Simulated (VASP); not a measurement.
Energy against volume of Zr (hcp). All values below come from PBE GGA with D3 dispersion (Becke-Johnson damping), VASP's PBE PAW potentials (set 64) (plane waves; VASP). Settings: 520 eV cut-off, 13×13×7 Γ-centred mesh, first-order Methfessel-Paxton smearing of 0.10 eV, potentials Zr_sv.

Shape and ions are relaxed at each volume.

```tsv
V (Å³/atom)	E (eV/atom)
21.088	-9.02818
21.761	-9.04914
22.434	-9.05628
23.107	-9.05103
```

Q: Fit these four points and predict the energy of the run at 23.780 Å³/atom.

A: A cubic in V^(−2/3), the third-order Birch-Murnaghan form, passes through the four points with V0 = 22.47 Å³/atom and B0 = 98 GPa, and gives -9.0347 eV/atom there. The run gave -9.0347 eV/atom, -0.1 meV/atom from the fit; all five points give B0 = 98 GPa.

The compound is Zr in the hcp structure. It was relaxed first.
